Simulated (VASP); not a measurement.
Input:

```yaml
crystal:
  lattice:
    - [4.38481, 0.00000, 0.00000]
    - [0.00000, 4.38481, 0.00000]
    - [0.00000, 0.00000, 4.38481]
  atoms:
    - { symbol: Co, position: [0.85446, 0.64554, 0.35446] }
    - { symbol: Co, position: [0.35446, 0.85446, 0.64554] }
    - { symbol: Co, position: [0.14554, 0.14554, 0.14554] }
    - { symbol: Co, position: [0.64554, 0.35446, 0.85446] }
    - { symbol: Si, position: [0.15668, 0.34332, 0.65668] }
    - { symbol: Si, position: [0.65668, 0.15668, 0.34332] }
    - { symbol: Si, position: [0.84332, 0.84332, 0.84332] }
    - { symbol: Si, position: [0.34332, 0.65668, 0.15668] }
```

Computed with PBEsol GGA, VASP's PBE PAW potentials (set 64) (plane waves; VASP). Settings: 400 eV cut-off, Gaussian smearing of 0.050 eV, potentials Co Si.

Question: Give the energies of bands 17 to 30 at the high-symmetry points, in eV from the Fermi level.

Answer: 
```csv
band,Γ,X,M,R,X1
17,-2.36,-2.19,-1.80,-1.36,-2.19
18,-2.36,-2.19,-1.80,-1.36,-2.19
19,-2.36,-1.77,-1.75,-1.36,-1.77
20,-0.92,-1.77,-1.75,-1.36,-1.77
21,-0.92,-1.06,-1.52,-1.25,-1.06
22,-0.92,-1.06,-1.52,-1.25,-1.06
23,-0.78,-0.65,-1.01,-1.25,-0.65
24,-0.78,-0.65,-1.01,-1.25,-0.65
25,0.03,-0.48,-0.01,-0.20,-0.48
26,0.03,-0.48,-0.01,-0.20,-0.48
27,0.03,1.07,0.65,-0.20,1.07
28,2.69,1.07,0.65,-0.20,1.07
29,2.69,1.63,2.16,5.66,1.63
30,2.69,1.63,2.16,5.66,1.63
```

It has no gap at this level: it comes out as a metal or semimetal.

The compound is CoSi in the B20 structure. It was relaxed first. The run is not spin-polarised, so no magnetic state was tried.
